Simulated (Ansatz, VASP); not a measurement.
## W (W wire along [110], 5 atoms a period): VASP beside Ansatz

Wanted: the spread between two codes on one cell, functional and k mesh. Of the first pair: The structure shown is the start of the Ansatz relaxation below; VASP solves that cell, so the two are compared at the walk's first step.

Method: plane waves, with VASP 6.6.1 beside it; single point at PBE, in Ansatz 0.2.0.

### 1. The structure

The cell holds 5 atoms: 5 W. Cell: a = 9.970 Å, b = 9.042 Å, c = 4.483 Å, α = 90.0°, β = 90.0°, γ = 90.0°. Vacuum lies along a and b. The structure's axis is c.

### 2. Ansatz: relaxation, PBE

Ansatz runs on its default PAW (the set named soft_2) files.

The two programs are compared at the cell with which this relaxation starts, whose forces are those of its first step.

Input file input.yaml:

```yaml
crystal:
  lattice:
    - [9.97, 0.0, 0.0]
    - [0.0, 9.042, 0.0]
    - [0.0, 0.0, 4.4830569927]
  atoms:
    - { symbol: W, position: [0.5, 0.376023004, 0.0] }
    - { symbol: W, position: [0.658976931, 0.62392485, 0.0] }
    - { symbol: W, position: [0.341023069, 0.376023004, 0.5] }
    - { symbol: W, position: [0.5, 0.62392485, 0.5] }
    - { symbol: W, position: [0.658976931, 0.376023004, 0.5] }
kpoints:
  mp_grid: { grid: [1, 1, 18] }
scf:
  occupations: { method: fermi_dirac, width: 0.05 }
hamiltonian:
  xc: pbe
relax:
  cell: { fix: [a, b, alpha, beta, gamma] }
  max_steps: 60
```

Command:

```bash
> ansatz run input.yaml --threads 4 --pin off --max-ram 16384MiB --backend cpu --events-out ev --progress --plain --runs-dir out
```

Numbers of over 12 decimals in the logs are rounded to 6 here.

What it wrote:

```text
Engine: ansatz 0.2.0, aarch64-unknown-linux-gnu
Pseudopotentials: kind: paw
Pseudopotential: W, paw, valence charge 14, recommended cutoff 420 eV (normal), W.paw.azcp
Functional definition: PBE
  parameter kappa = 0.804
  parameter beta = 0.066725
  exchange = pbe_x(kappa = kappa, mu = beta*pi^2/3)
  correlation = pbe_c(beta = beta)
Crystal: 5 atoms, lattice volume = 404.142 Å³
Basis set: ecut = 420 eV, 7905 PW (Γ), exchange–correlation on 144×128×60 points (8 copies of the dense FFT grid, shifted against one another)
Bands: 42, of which v1, the nominal top of the filled ones, is band 35 counted from 1 (34 counted from 0)
Symmetry: 2 space group operations
Space group: Pm (ITA 6), of the structure as read, at distance tolerance 7.4e-5 Å
k-points: 10 of 18
Non-local potential: W, projectors of the file, l = 0: 3, l = 1: 2, l = 2: 2, l = 3: 1
PAW form: soft (Blöchl's): semilocal exchange-correlation on the pseudo side does not see the compensation charge
PAW one-centre angular grid: W, 590 points (default); XC on 64 Gauss nodes
Initial density: superposition of atomic densities (neutral atoms: chi_scale 0, normalization atom), corrected by the library's trained network
Initial wavefunctions: pseudopotential atomic-orbital guess
Functional: x = pbe(κ = 0.804, μ = 0.219515), c = pbe(β = 0.066725)
SCF iter   1: F=—  HF=-51906.077843 eV  |F-HF|=—  |Δ(HF+E_count)|=         —  Δρ=8.72e-3  dr2=4.49e-1  ethr=1.77e-3  ⟨swp⟩=8.5  Hψ=1756  notcnv=0
preconditioner: auto → LDOS  [metal: Δε(μ)=0.020 eV  Ē_g=2.654 eV  σ=0.050 eV  W_gap=0.10  n_scr=64 (ndim 8)  ℏωp=10.1 eV  f_vac=0.547  D(μ)=14.55/eV (n_scr^D=112)  β→1.0]
SCF iter   2: F=—  HF=-51906.048560 eV  |F-HF|=—  |Δ(HF+E_count)|=   2.93e-2  Δρ=4.38e-3  dr2=1.56e-1  ethr=6.41e-4  ⟨swp⟩=2.1  Hψ=721  notcnv=0
SCF iter   3: F=—  HF=-51906.038111 eV  |F-HF|=—  |Δ(HF+E_count)|=   1.04e-2  Δρ=1.87e-3  dr2=3.38e-2  ethr=2.22e-4  ⟨swp⟩=2.0  Hψ=640  notcnv=0
SCF iter   4: F=—  HF=-51906.036254 eV  |F-HF|=—  |Δ(HF+E_count)|=   1.86e-3  Δρ=9.69e-4  dr2=1.09e-2  ethr=4.82e-5  ⟨swp⟩=2.0  Hψ=535  notcnv=0
SCF iter   5: F=—  HF=-51906.035631 eV  |F-HF|=—  |Δ(HF+E_count)|=   6.23e-4  Δρ=3.92e-4  dr2=2.23e-3  ethr=1.55e-5  ⟨swp⟩=1.0  Hψ=420  notcnv=0
SCF iter   6: F=—  HF=-51906.035606 eV  |F-HF|=—  |Δ(HF+E_count)|=   2.42e-5  Δρ=1.78e-4  dr2=5.76e-4  ethr=3.19e-6  ⟨swp⟩=2.0  Hψ=431  notcnv=0
SCF iter   7: F=—  HF=-51906.035587 eV  |F-HF|=—  |Δ(HF+E_count)|=   1.95e-5  Δρ=7.28e-5  dr2=8.15e-5  ethr=8.23e-7  ⟨swp⟩=1.8  Hψ=468  notcnv=0
SCF iter   8: F=—  HF=-51906.035704 eV  |F-HF|=—  |Δ(HF+E_count)|=   1.17e-4  Δρ=3.62e-5  dr2=1.61e-5  ethr=1.16e-7  ⟨swp⟩=2.0  Hψ=557  notcnv=0
SCF iter   9: F=—  HF=-51906.035704 eV  |F-HF|=—  |Δ(HF+E_count)|=   3.70e-7  Δρ=1.47e-5  dr2=2.21e-6  ethr=2.30e-8  ⟨swp⟩=2.0  Hψ=494  notcnv=0
SCF iter  10: F=—  HF=-51906.035704 eV  |F-HF|=—  |Δ(HF+E_count)|=   2.64e-7  Δρ=6.57e-6  dr2=4.53e-7  ethr=3.15e-9  ⟨swp⟩=2.0  Hψ=566  notcnv=0
SCF iter  11: F=-51906.035704 eV  HF=-51906.035704 eV  |F-HF|=4.21e-8  |Δ(HF+E_count)|=   8.72e-8  Δρ=2.77e-6  dr2=7.51e-8  ethr=1.43e-10  ⟨swp⟩=5.8  Hψ=1570  notcnv=0
SCF 1 converged in 11 iterations: F = -51906.035704 eV  dr2 = 7.51e-8
  greatest PAW one-centre occupation: 1.000 electrons in one spin orbital (limit 2), on the W atom at site 0 (counted from 0), in its partial waves of l = 0
relax step   1: F+E_penalty+E_count = -51906.03570440 eV  Δ(F+E_penalty+E_count) = +0.000e0 eV  max|allowed force component| = 4.327e0 eV/Å  Δτ_max = 0.0000 Å  P = -7.816 GPa  Ω = 404.142 Å³  fix = [a, b, alpha, beta, gamma]  reactions: a -7.045, b -6.532 GPa; gamma +1.060 GPa/rad  (11 SCF iters, dr2 threshold 1.00e-7 eV, accepted)
[...]
relax step  28: F+E_penalty+E_count = -51909.64584267 eV  Δ(F+E_penalty+E_count) = -4.058e-5 eV  max|allowed force component| = 8.332e-3 eV/Å  Δτ_max = 0.0133 Å  P = -0.027 GPa  Ω = 381.775 Å³  energy of the carried Pulay correction = +1.484e-3 eV  fix = [a, b, alpha, beta, gamma]  reactions: a +0.024, b -0.082 GPa; gamma +0.020 GPa/rad  (12 SCF iters, accepted)
[...]
relax step  29: F+E_penalty+E_count = -51909.64586915 eV  Δ(F+E_penalty+E_count) = -2.648e-5 eV  max|allowed force component| = 6.327e-3 eV/Å  Δτ_max = 0.0108 Å  P = -0.019 GPa  Ω = 381.693 Å³  energy of the carried Pulay correction = +1.490e-3 eV  fix = [a, b, alpha, beta, gamma]  reactions: a +0.030, b -0.077 GPa; gamma +0.016 GPa/rad  (12 SCF iters, accepted)
[...]
relax step  30: F+E_penalty+E_count = -51909.64431478 eV  Δ(F+E_penalty+E_count) = +1.554e-3 eV  max|allowed force component| = 6.369e-3 eV/Å  Δτ_max = 0.0000 Å  P = -0.018 GPa  Ω = 381.693 Å³  fix = [a, b, alpha, beta, gamma]  reactions: a +0.033, b -0.075 GPa; gamma +0.016 GPa/rad  stress off target by 1.15e-2 GPa on what of the cell is left free  SCF on the basis re-selected at this cell (its energy is not comparable with the rows above)  (7 SCF iters)
basis re-selected at this cell: Δ(F+E_penalty+E_count) = +1.554e-3 eV, ΔP = +0.001 GPa vs the last step (what re-selecting the basis moved, of the pressure what is left beyond the Pulay correction that the steps carried, after the strain that the cell walked since its last selection, with what the two solves' SCF thresholds leave and, on support functions, any second-order correction that the steps lacked; it is no m [...]
SCF converged after 7 iterations
Free energy (F): -51909.644315 eV
Harris-Foulkes:  -51909.644315 eV  (|F-HF|=0.00e0)
Internal energy: -51909.581066 eV  (E = F + TS)
E sigma→0 (E₀):  -51909.612690 eV
Entropy (-TS):   -0.063249 eV (-12.650 meV/atom)
Fermi energy:    1.725263 eV
--- Per-component energies (eV) ---
  E_band       = -1833.819097
  E_kinetic    = 2235.642484
  E_local      = -19960.814946  (includes V_loc(G=0)·N_el)
  E_nonlocal   = 22.692460
  E_hartree    = 8834.987335
  E_xc         = -1319.390434
  E_vxc        = -1173.657180  (∫ρ·V_xc dr)
  E_paw        = -42815.938429  (= ΣΔE_a)
  E_vpaw       = -627.656291  (= ΣTr[D̂ρ^β])
  E_aug_tail   = -0.000300  (compensation charges beyond the density's cutoff)
  E_ewald      = 1093.240766
  E_smearing   = -0.063249  (= −TS)
  E_closure    = 0.000000  (closes the sum)
  Σ components = -51909.644315   (vs F -51909.644315, Δ=0.00e0)
--- Forces (eV/Å), atoms counted from 1 ---
  atom   1  W     -0.00100164     0.00038233     0.00000000
  atom   2  W      0.00361210     0.00219616     0.00000000
  atom   3  W      0.00579656     0.00190953     0.00000000
  atom   4  W     -0.00636898    -0.00266202     0.00000000
  atom   5  W     -0.00203635    -0.00182891     0.00000000
  max |Σ_I F_I| component: 2.91e-6 eV/Å
--- Stress (GPa, compression-positive) ---
        0.032786      -0.015732       0.000000
       -0.015732      -0.075329       0.000000
        0.000000       0.000000      -0.011456
  P = ⅓ Tr σ = -0.0180 GPa (-0.180 kbar)
--- Relaxed structure (29 steps of the walk, 24 accepted, 1 SCFs on fresh bases) ---
  F+E_penalty+E_count = -51909.64431478 eV   max|allowed force component| = 6.369e-3 eV/Å   (the final SCF, on the basis selected at the relaxed cell)
  cell:  # Å, volume = 381.6928 Å³
    - [9.97, 0, 0.0]
    - [0, 9.042, 0.0]
    - [0.0, 0.0, 4.234034]
  atoms:
    - { symbol: W, position: [0.450003, 0.419409, 0.0] }
    - { symbol: W, position: [0.689474, 0.482532, 0.0] }
    - { symbol: W, position: [0.349678, 0.517040, 0.5] }
    - { symbol: W, position: [0.578456, 0.611021, 0.5] }
    - { symbol: W, position: [0.591366, 0.345917, 0.5] }
```

Reading the cycles: dr2 is the Hartree energy of the density residual (eV), the measure of convergence; HF is the Harris–Foulkes estimate of the energy, which meets the free energy F at convergence.

### 3. VASP: single point, PBE, start cell, pair 1

The same cell, functional, mesh and smearing now go to VASP, with its own data sets.

Lines of VASP's logs that name or quote its potential files are left out, and so is its time.

Input file INCAR:

```
SYSTEM = W
PREC = Accurate
ENCUT = 520
EDIFF = 1E-06
NELM = 120
ISMEAR = -1
SIGMA = 0.05
LREAL = .FALSE.
ALGO = Normal
GGA = PE
NBANDS = 21
LASPH = .TRUE.
LORBIT = 11
LWAVE = .FALSE.
LCHARG = .FALSE.
ISIF = 2
GGA_COMPAT = .FALSE.
KPAR = 2
```

Input file POSCAR:

```
W
1.0
    9.9700000000      0.0000000000      0.0000000000
    0.0000000000      9.0420000000      0.0000000000
    0.0000000000      0.0000000000      4.4830570000
W
5
Direct
    0.5000000000      0.3760230038      0.0000000000
    0.6589769308      0.6239247954      0.0000000000
    0.3410230692      0.3760230038      0.5000000000
    0.5000000000      0.6239247954      0.5000000000
    0.6589769308      0.3760230038      0.5000000000
```

Input file KPOINTS:

```
Automatic mesh
0
Gamma
1 1 18
0 0 0
```

The projector-augmented-wave data sets are W (PBE family, release 64).

Command:

```bash
> mpirun -np 2 vasp_std
```

What it wrote:

```text
[banner, memory and clock lines left out]
running    2 mpi-ranks, on    1 nodes
 distrk:  each k-point on    1 cores,    2 groups
 distr:  one band on    1 cores,    1 groups

 POSCAR found type information on POSCAR W
 POSCAR found :  1 types and       5 ions
 LDA part: xc-table for (Slater+PW92), standard interpolation
 POSCAR, INCAR and KPOINTS ok, starting setup
 FFT: planning ... GRIDC
 FFT: planning ... GRID_SOFT
 FFT: planning ... GRID
 WAVECAR not read
 entering main loop
       N       E                     dE             d eps       ncg     rms          rms(c)
DAV:   1     0.115087332045E+03    0.11509E+03   -0.91331E+03   420   0.103E+03
DAV:   2    -0.240139006744E+02   -0.13910E+03   -0.12883E+03   652   0.156E+02
DAV:   3    -0.508782641960E+02   -0.26864E+02   -0.25605E+02   593   0.692E+01
DAV:   4    -0.527647472614E+02   -0.18865E+01   -0.18333E+01   736   0.182E+01
DAV:   5    -0.528408644860E+02   -0.76117E-01   -0.75019E-01   704   0.347E+00    0.250E+01
DAV:   6    -0.497178124663E+02    0.31231E+01   -0.40164E+01   752   0.211E+01    0.143E+01
DAV:   7    -0.502068956739E+02   -0.48908E+00   -0.65602E+01   760   0.286E+01    0.110E+01
DAV:   8    -0.470416044564E+02    0.31653E+01   -0.12394E+01   808   0.151E+01    0.419E+00
DAV:   9    -0.467871706375E+02    0.25443E+00   -0.27738E+00   816   0.732E+00    0.205E+00
DAV:  10    -0.467326058807E+02    0.54565E-01   -0.32542E-01   776   0.265E+00    0.107E+00
DAV:  11    -0.467200910899E+02    0.12515E-01   -0.14606E-01   768   0.150E+00    0.695E-01
DAV:  12    -0.467215440453E+02   -0.14530E-02   -0.73154E-02   840   0.120E+00    0.618E-01
DAV:  13    -0.467175192035E+02    0.40248E-02   -0.35650E-02   800   0.806E-01    0.377E-01
DAV:  14    -0.467178818432E+02   -0.36264E-03   -0.34692E-02   760   0.612E-01    0.268E-01
DAV:  15    -0.467191105003E+02   -0.12287E-02   -0.77101E-03   756   0.364E-01    0.751E-02
DAV:  16    -0.467209902964E+02   -0.18798E-02   -0.12230E-03   554   0.190E-01    0.463E-02
DAV:  17    -0.467218984013E+02   -0.90810E-03   -0.38101E-04   592   0.121E-01    0.340E-02
DAV:  18    -0.467223225256E+02   -0.42412E-03   -0.22491E-04   548   0.925E-02    0.147E-02
DAV:  19    -0.467224452845E+02   -0.12276E-03   -0.98659E-05   628   0.594E-02    0.668E-03
DAV:  20    -0.467224597664E+02   -0.14482E-04   -0.23254E-05   552   0.303E-02    0.467E-03
DAV:  21    -0.467224603424E+02   -0.57599E-06   -0.97674E-06   646   0.173E-02
   1 F= -.46722460E+02 E0= -.46660790E+02  d E =-.123340E+00
```

OUTCAR, selected parts (step 3):

```text
ion  position               nearest neighbor table
   1  0.500  0.376  0.000-   2 2.75   3 2.75   5 2.75   3 2.75   5 2.75   4 3.17   4 3.17
   2  0.659  0.624  0.000-   1 2.75   4 2.75   4 2.75   5 3.17   5 3.17
   3  0.341  0.376  0.500-   4 2.75   1 2.75   1 2.75   5 3.17
   4  0.500  0.624  0.500-   3 2.75   5 2.75   2 2.75   2 2.75   1 3.17   1 3.17
   5  0.659  0.376  0.500-   4 2.75   1 2.75   1 2.75   2 3.17   2 3.17   3 3.17

  LATTYP: Found a simple orthorhombic cell.
 ALAT       =     4.4830570000
 B/A-ratio  =     2.0169272887
 C/A-ratio  =     2.2239288949

 Subroutine GETGRP returns: Found  2 space group operations
 (whereof  2 operations were pure point group operations)

The static configuration has the point symmetry C_1h.

 Found     10 irreducible k-points:

   k-points           NKPTS =     10   k-points in BZ     NKDIM =     10   number of bands    NBANDS=     21

   dimension x,y,z NGX =    80 NGY =   70 NGZ =   36
   dimension x,y,z NGXF=   160 NGYF=  140 NGZF=   72

   ENCUT  =  520.0 eV  38.22 Ry    6.18 a.u.  18.54 16.81  8.34*2*pi/ulx,y,z

   NELECT =      30.0000    total number of electrons

 k-points in reciprocal lattice and weights: Automatic mesh
   0.00000000  0.00000000  0.00000000       0.056
   0.00000000  0.00000000  0.05555556       0.111
   0.00000000  0.00000000  0.11111111       0.111
   0.00000000  0.00000000  0.16666667       0.111
   0.00000000  0.00000000  0.22222222       0.111
   0.00000000  0.00000000  0.27777778       0.111
   0.00000000  0.00000000  0.33333333       0.111
   0.00000000  0.00000000  0.38888889       0.111
   0.00000000  0.00000000  0.44444444       0.111
   0.00000000  0.00000000  0.50000000       0.056

 average (electrostatic) potential at core
       1 -47.1694       2 -47.0653       3 -47.1984       4 -47.3160       5 -47.5636

 E-fermi :  -1.3916

 k-point     1 :       0.0000    0.0000    0.0000
  band No.  band energies     occupation
    ...
     12      -2.3320      2.00000
     13      -2.0865      2.00000
     14      -1.7973      1.99940
     15      -1.5413      1.90455
     16      -1.4105      1.18636
     17      -1.1986      0.04128
     18      -0.9638      0.00038
     19      -0.6793      0.00000
     20      -0.6001      0.00000
     21      -0.4473      0.00000

 k-point     2 :       0.0000    0.0000    0.0556
  band No.  band energies     occupation
    ...
     12      -2.2966      2.00000
     13      -2.1030      2.00000
     14      -1.7431      1.99823
     15      -1.5095      1.82711
     16      -1.3982      1.06552
     17      -1.1897      0.03461
     18      -0.9522      0.00031
     19      -0.7651      0.00001
     20      -0.5045      0.00000
     21      -0.4415      0.00000

 k-point     3 :       0.0000    0.0000    0.1111
  band No.  band energies     occupation
    ...
     12      -2.2074      2.00000
     13      -2.1350      2.00000
     14      -1.6152      1.97741
     15      -1.4758      1.68651
     16      -1.3666      0.75528
     17      -1.1583      0.01865
     18      -0.9215      0.00017
     19      -0.8493      0.00004
     20      -0.4276      0.00000
     21      -0.3751      0.00000

  Total      -18.7263195    -17.2704704    -26.2930902     -2.8147905      0.0000000      0.0000000
  in kB      -74.2384833    -68.4669257   -104.2361332    -11.1589349      0.0000000      0.0000000
  external PRESSURE =     -82.3138474 kB  Pullay stress =       0.0000000 kB

  energy-cutoff  :      520.00
  volume of cell :      404.14
      direct lattice vectors                 reciprocal lattice vectors
     9.970000000  0.000000000  0.000000000     0.100300903  0.000000000  0.000000000
     0.000000000  9.042000000  0.000000000     0.000000000  0.110595001  0.000000000
     0.000000000  0.000000000  4.483057000     0.000000000  0.000000000  0.223062076

 POSITION                                       TOTAL-FORCE (eV/Angst)
 -----------------------------------------------------------------------------------
      4.98500      3.40000      0.00000         0.690164      2.573085      0.000000
      6.57000      5.64153      0.00000        -3.448685     -3.371605      0.000000
      3.40000      3.40000      2.24153         4.505606      1.831958      0.000000
      4.98500      5.64153      2.24153         2.208409     -4.458131      0.000000
      6.57000      3.40000      2.24153        -3.955494      3.424694      0.000000
 -----------------------------------------------------------------------------------
    total drift:                                0.000398     -0.000399     -0.000000

  FREE ENERGIE OF THE ION-ELECTRON SYSTEM (eV)
  ---------------------------------------------------
  free  energy   TOTEN  =       -46.7224603424 eV

  energy  without entropy=      -46.5991203942  energy(sigma->0) =      -46.66079037

 total charge
# of ion       s       p       d       tot
------------------------------------------
    1        0.660   0.429   3.905   4.994
    2        0.670   0.233   3.904   4.807
    3        0.708   0.168   3.914   4.790
    4        0.652   0.333   3.873   4.858
    5        0.640   0.250   3.856   4.747
--------------------------------------------------
tot          3.330   1.413  19.452  24.196

[... 3 further parts left out ...]
```

### 4. Comparison

Known differences besides the potentials themselves: the data sets hold 70 valence electrons in Ansatz (on its default PAW (the set named soft_2) files) and 30 in VASP; the cutoff is 420 eV in Ansatz and 520 eV in VASP. Total energies have different zeros and are not compared.

Forces (eV/Å; atoms numbered as in POSCAR):

```
atom         Ansatz x, y, z           VASP x, y, z
  W1    0.607, 2.439, 0.000    0.690, 2.573, 0.000
  W2  -3.246, -3.254, 0.000  -3.449, -3.372, 0.000
  W3    4.327, 1.745, 0.000    4.506, 1.832, 0.000
  W4   2.068, -4.237, 0.000   2.208, -4.458, 0.000
  W5   -3.756, 3.308, 0.000   -3.955, 3.425, 0.000
```

The forces differ by 127 meV/Å r.m.s., which is 4.8 % of the r.m.s. force of 2.660 eV/Å (both taken over all components).

### 5. Further runs

Further runs change the set-up of one program: Ansatz's method, potentials or start, or VASP's data sets, cutoff or form of LDA. The table gives that difference for each run.

```
                                                run  r.m.s. force difference (meV/Å)
                                           as above                              127
VASP with the data sets W_sv and a cutoff of 400 eV                              9.8
```

[end of part 1 of 2]

[Lines on the potential files, build, host, timing and source positions are cut from VASP's logs without a mark.]

[Logs are printed without paths, hosts, clocks, repeated set-up lines and the standing remarks that a program may print on its own settings, such as how far it seeks lower states.]

[Hosts, paths, dates, database ids (printed as entryN), source tags and the programs' standing remarks are cut or masked in the printed files.]
